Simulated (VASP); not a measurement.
CsZnH3, 5 atoms in the cell. It takes space group Pm-3m (No. 221, cubic). Conventional cell: a = 4.603 Å, b = 4.603 Å, c = 4.603 Å, α = 90.00°, β = 90.00°, γ = 90.00°. Cs (site symmetry m-3m) has 12 H at 3.25 Å as nearest neighbours. Zn (site symmetry m-3m) has 6 H at 2.30 Å as nearest neighbours. Around H (site symmetry 4/mmm) lie 2 Zn at 2.30 Å. The cell was built by a generator and needn't be a form met in nature.

* Program: VASP 6.6.1
* Task: single point
* Functional: PBE
* Potentials or basis: VASP PAW PBE potentials, release 64 (Cs_sv, Zn, H)
* Cutoff: 520 eV
* k mesh: 4 × 4 × 4
* Occupations: gaussian, width 0.1 eV
* Spin: no spin polarisation
* Dipole correction: no
* Further INCAR settings: ALGO = Fast; EDIFF = 1e-07; NBANDS = 20

Potentials or basis: VASP PAW PBE potentials, release 64 (Cs_sv, Zn, H).

Run with:

```bash
$ cat potpaw_PBE.64/Cs_sv/POTCAR potpaw_PBE.64/Zn/POTCAR potpaw_PBE.64/H/POTCAR > POTCAR
$ mpirun -np 1 vasp_std > vasp.out
```

Hardware: 1 thread of Intel(R) Xeon(R) 6975P-C (Granite Rapids) (shared host).

Q: Estimate the wall time of this run.

A: Run time: 11 s on 1 thread of Intel(R) Xeon(R) 6975P-C (Granite Rapids), with other jobs on the host, peak memory 0.2 GiB. Counts: scf iterations 15, k points 10.
